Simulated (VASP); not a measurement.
Data:

```
SrO
1.0
    0.00000     2.35131     2.35131
    2.35131     0.00000     2.35131
    2.35131     2.35131     0.00000
Sr O
1 1
Direct
  0.00000   0.00000   0.00000
  0.50000   0.50000   0.50000
```

All values below come from PBEsol GGA, VASP's PBE PAW potentials (set 64) (plane waves; VASP 6.6.1). Settings: 620 eV cut-off, 10×10×10 Γ-centred mesh, Gaussian smearing of 0.050 eV, potentials Sr_sv O.

**Question.** What does the run give for the energy per atom (σ→0), pressure, band gap (on the k-mesh) with the smallest direct gap where there is one?

**Answer.** 
The band gap (on the k-mesh) comes out as 2.43 eV and the smallest direct gap (on the k-mesh) is 2.43 eV. The energy per atom (σ→0) is -5.887 eV/atom and the pressure is 44.91 GPa.

The structure was generated: SrO was put into the rock salt type (Fm-3m), which need not be its known phase. It was relaxed first under an external pressure of 45 GPa.
